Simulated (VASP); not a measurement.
Energy against volume of MgF₂ (rutile). These are LDA (Ceperley-Alder, Perdew-Zunger), VASP's LDA PAW potentials (set 64) (plane waves; VASP) values and carry that method's errors. Run with 520 eV cut-off, 5×5×7 Γ-centred mesh, Gaussian smearing of 0.050 eV, potentials Mg F.

Shape and ions are relaxed at each volume.

```csv
V (Å³/atom),E (eV/atom)
9.652,-5.83089
9.960,-5.84319
10.268,-5.84734
10.576,-5.84454
```

Q: Fit these four points and predict the energy of the run at 10.884 Å³/atom.

A: A cubic in V^(−2/3), the third-order Birch-Murnaghan form, passes through the four points with V0 = 10.29 Å³/atom and B0 = 119 GPa, and gives -5.8358 eV/atom there. The run gave -5.8359 eV/atom, -0.1 meV/atom from the fit; all five points give B0 = 118 GPa.

The compound is MgF2 in the rutile structure. It was relaxed first, which changed the volume by -5 %.
